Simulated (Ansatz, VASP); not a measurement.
One calculation of NaBe2Se2, two programs

INCAR

```
SYSTEM = NaBe2Se2
  ALGO = Normal
  EDIFF = 1E-6
  ENCUT = 520
  GGA = PE
  ISIF = 2
  ISMEAR = 0
  LASPH = .TRUE.
  LCHARG = .TRUE.
  LELF = .TRUE.
  LREAL = .FALSE.
  LVHAR = .TRUE.
  LWAVE = .FALSE.
  NBANDS = 20
  NELM = 100
  PREC = Accurate
  SIGMA = 0.1
```

Contents of KPOINTS:

```
k-points
0
G
  6 6 2
  0 0 0
```

POSCAR

```
NaBe2Se2
1.0
    3.1430844600      0.0000000000      0.0000000000
   -1.5715422300      2.7219909900      0.0000000000
    0.0000000000      0.0000000000      7.8120523800
Na Be Se
1 2 2
Direct
    0.3333333300      0.6666666700      0.5000000000
    0.6666666700      0.3333333300      0.1283359100
    0.6666666700      0.3333333300      0.8716640900
    0.0000000000      0.0000000000      0.2566718700
    0.0000000000      0.0000000000      0.7433281300
```

Input for Ansatz:

```yaml
crystal:
  lattice:
    - [3.14308446, 0.0, 0.0]
    - [-1.57154223, 2.72199099, 0.0]
    - [0.0, 0.0, 7.81205238]
  atoms:
    - { symbol: Na, position: [0.33333333, 0.66666667, 0.5] }
    - { symbol: Be, position: [0.66666667, 0.33333333, 0.12833591] }
    - { symbol: Be, position: [0.66666667, 0.33333333, 0.87166409] }
    - { symbol: Se, position: [0.0, 0.0, 0.25667187] }
    - { symbol: Se, position: [0.0, 0.0, 0.74332813] }
basis:
  ecutwfc: 420
kpoints:
  mp_grid: { grid: [6, 6, 2] }
hamiltonian:
  xc: pbe
scf:
  occupations: { method: gaussian, width: 0.1 }
  lower_state_search: "off"
output:
  forces: true
  stress: true
  eigenvalues: true
```

Alike in both runs: task single point; functional PBE; k mesh 6 × 6 × 2; occupations gaussian, width 0.1 eV; no spin polarisation.

|  | VASP | Ansatz |
| --- | --- | --- |
| version | VASP 6.6.1 | Ansatz 0.2.0 |
| potentials or method | VASP PAW PBE potentials, release 64 (Na_pv, Be, Se) | scalar-relativistic, plane waves, PAW |
| plane-wave cutoff (eV) | 520 | 420 |
| valence electrons in the cell | 23 | 45 |

```tsv
	VASP	Ansatz	Ansatz less VASP
gap on the k mesh at the Fermi level (eV)	none	none	-
rms of the force components (eV/Å)	0.439	0.452	+0.0122
```

Atom by atom the forces differ by 0.016 eV/Å (rms over components). A gap of «none» marks a metal or a gap that the smearing closes. The two sets of potentials don't hold the same shells in valence.

Caveats: the k mesh is coarse (spacing up to 0.40 Å⁻¹), so the values aren't converged; forces of over 1 eV/Å show positions far from the minimum, so gaps and moduli don't describe the material at rest.
